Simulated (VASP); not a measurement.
**BN (relaxed from the CsCl structure, space group Pm-3m): computed properties**

Level of theory: r2SCAN meta-GGA, VASP's PBE PAW potentials (set 64) (plane waves; VASP 6.6.1).

For BN, the space group is Pm-3m (221), the cell comes out as a = b = c = 2.313 Å, α = β = γ = 90.00° and the volume per atom is 6.19 Å³/atom. The band gap (over mesh and band path) comes out as none (metal, semimetal or under 0.01 eV) and the density is 3.33 g/cm³.

```cif
data_BN
_chemical_formula_sum 'B1 N1'
_space_group_name_H-M_alt 'P 1'
_space_group_IT_number 1
_cell_length_a 2.31284
_cell_length_b 2.31284
_cell_length_c 2.31284
_cell_angle_alpha 90.000
_cell_angle_beta 90.000
_cell_angle_gamma 90.000
loop_
_space_group_symop_operation_xyz
  'x, y, z'
loop_
_atom_site_label
_atom_site_type_symbol
_atom_site_fract_x
_atom_site_fract_y
_atom_site_fract_z
_atom_site_occupancy
B1 B 0.00000 0.00000 0.00000 1
N1 N 0.50000 0.50000 0.50000 1
```

The structure was generated: BN was put into the CsCl type (Pm-3m), which need not be its known phase. It was relaxed first, which changed the volume by +31 %. Symmetry was kept, so distortions that lower it aren't found.
